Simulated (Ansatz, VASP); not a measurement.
In3S2 in VASP and in Ansatz

```xyz
10
Lattice="5.4308 0.0000 0.0000 -2.7154 4.7033 0.0000 0.0000 0.0000 10.8320" Properties=species:S:1:pos:R:3 pbc="T T T"
In    0.0000    3.1355    8.1915
In    0.0000    3.1355    2.6405
In    2.7154    1.5678    2.6405
In    2.7154    1.5678    8.1915
In    0.0000    0.0000    7.9360
In    0.0000    0.0000    2.8960
S     0.0000    0.0000    5.4160
S     0.0000    3.1355    0.0000
S     2.7154    1.5678    0.0000
S     0.0000    0.0000    0.0000
```

Alike in both runs: functional PBE; k mesh 3 × 3 × 2; occupations gaussian, width 0.1 eV; no spin polarisation.

Ansatz relaxed the structure, and its values are those at the end. VASP's run is a single point on that final structure, the one shown.

|  | VASP | Ansatz |
| --- | --- | --- |
| version | VASP 6.6.1 | Ansatz 0.2.0 |
| potentials or method | VASP PAW PBE potentials, release 64 (In_d, S) | scalar-relativistic, plane waves, PAW |
| plane-wave cutoff (eV) | 520 | 420 |
| valence electrons in the cell | 102 | 102 |

|  | VASP | Ansatz | Ansatz less VASP |
| --- | --- | --- | --- |
| gap on the k mesh at the Fermi level (eV) | none | none | - |
| pressure (GPa) | 0.1 | 0.1 | +0.04 |
| rms of the force components (eV/Å) | 0.003 | 0.004 | +0.0007 |

A gap of «none» marks a metal or a gap that the smearing closes.

Caveats: the k mesh is coarse (spacing up to 0.45 Å⁻¹), so the values aren't converged.
